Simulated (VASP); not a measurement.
Data:

```
Ni3Si
1.0
    3.46658     0.00000     0.00000
    0.00000     3.46658     0.00000
    0.00000     0.00000     3.46658
Si Ni
1 3
Direct
  0.00000   0.00000   0.00000
  0.00000   0.50000   0.50000
  0.50000   0.00000   0.50000
  0.50000   0.50000   0.00000
```

Method: PBE GGA with D3 dispersion (zero damping), VASP's PBE PAW potentials (set 64) (plane waves; VASP 6.6.1). Run with 520 eV cut-off, Gaussian smearing of 0.050 eV, potentials Si Ni.

Task: Give the energies of bands 7 to 20 at the high-symmetry points, in eV from the Fermi level.

Result: 
| band | Γ | X | M | R |
|---|---|---|---|---|
| 7 | -3.69 | -3.02 | -2.82 | -3.84 |
| 8 | -1.61 | -2.27 | -2.82 | -2.29 |
| 9 | -1.61 | -2.27 | -2.18 | -2.29 |
| 10 | -1.61 | -2.14 | -2.18 | -2.29 |
| 11 | -0.91 | -2.02 | -1.59 | -1.49 |
| 12 | -0.91 | -1.35 | -1.49 | -1.49 |
| 13 | -0.91 | -1.35 | -1.49 | -1.49 |
| 14 | -0.63 | -1.33 | -1.47 | -1.28 |
| 15 | -0.63 | -1.18 | -1.14 | -1.28 |
| 16 | -0.29 | -0.56 | -1.04 | -0.44 |
| 17 | 0.06 | 0.06 | -0.97 | -0.19 |
| 18 | 0.06 | 3.75 | 0.71 | -0.19 |
| 19 | 0.06 | 3.75 | 0.71 | -0.19 |
| 20 | 5.17 | 5.37 | 5.82 | 1.37 |

It has no gap at this level: it comes out as a metal or semimetal.

The compound is Ni3Si in the L1_2 structure. It was relaxed first. The run is not spin-polarised, so no magnetic state was tried.
